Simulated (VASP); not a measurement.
The input files of a VASP run:

### KPOINTS
```
Automatic mesh
0
Gamma
5 5 3
0 0 0
```

INCAR:
```
SYSTEM = YP
PREC = Accurate
ENCUT = 400
EDIFF = 1E-6
NELM = 100
ALGO = Normal
LREAL = .FALSE.
LASPH = .TRUE.
ISMEAR = 0
SIGMA = 0.05
GGA = PE
LMAXMIX = 4
LWAVE = .FALSE.
LCHARG = .FALSE.
ISIF = 2
```

**POSCAR**
```
YP
1
    4.3470840000     0.0000000000     0.0000000000
   -2.1735420000     3.7646850000     0.0000000000
    0.0000000000     0.0000000000     7.1195200000
Y P
2 2
Direct
  0.6666670000   0.3333330000   0.0000000000
  0.3333330000   0.6666670000   0.5000000000
  0.6666670000   0.3333330000   0.6252000000
  0.3333330000   0.6666670000   0.1252000000
```

POTCAR, in this order: Y_sv P (PBE.64 set). Program: vasp_gam.

Question: What happens when VASP runs on this input?

Answer: There is a fault: the Γ-only program was given a k-mesh. VASP stops with an error: You are using the Gamma-point-only version with more than one k-point or some other non-Gamma k-point. ----> I REFUSE TO CONTINUE WITH THIS SICK JOB ... BYE!!! <----

### standard output
```
 POSCAR found type information on POSCAR Y P
 POSCAR found :  2 types and       4 ions
 Reading from existing POTCAR
 Reading from existing POTCAR
 LDA part: xc-table for (Slater+PW92), standard interpolation

 -----------------------------------------------------------------------------
|                                                                             |
|     EEEEEEE  RRRRRR   RRRRRR   OOOOOOO  RRRRRR      ###     ###     ###     |
|     E        R     R  R     R  O     O  R     R     ###     ###     ###     |
|     E        R     R  R     R  O     O  R     R     ###     ###     ###     |
|     EEEEE    RRRRRR   RRRRRR   O     O  RRRRRR       #       #       #      |
|     E        R   R    R   R    O     O  R   R                               |
|     E        R    R   R    R   O     O  R    R      ###     ###     ###     |
|     EEEEEEE  R     R  R     R  OOOOOOO  R     R     ###     ###     ###     |
|                                                                             |
|     You are using the Gamma-point-only version with more than one           |
|     k-point or some other non-Gamma k-point.                                |
|                                                                             |
|       ---->  I REFUSE TO CONTINUE WITH THIS SICK JOB ... BYE!!! <----       |
|                                                                             |
 -----------------------------------------------------------------------------
```

To mend it, run vasp_std.

The mended run (PBE GGA, plane waves, VASP's PBE PAW potentials (set 64)) converges, and its OSZICAR ends with
```
   1 F= -.28176177E+02 E0= -.28176177E+02  d E =-.324991E-13
```

The structure was generated: YP was put into the wurtzite type (P6_3mc), which need not be its known phase. The cell was not relaxed at this level.
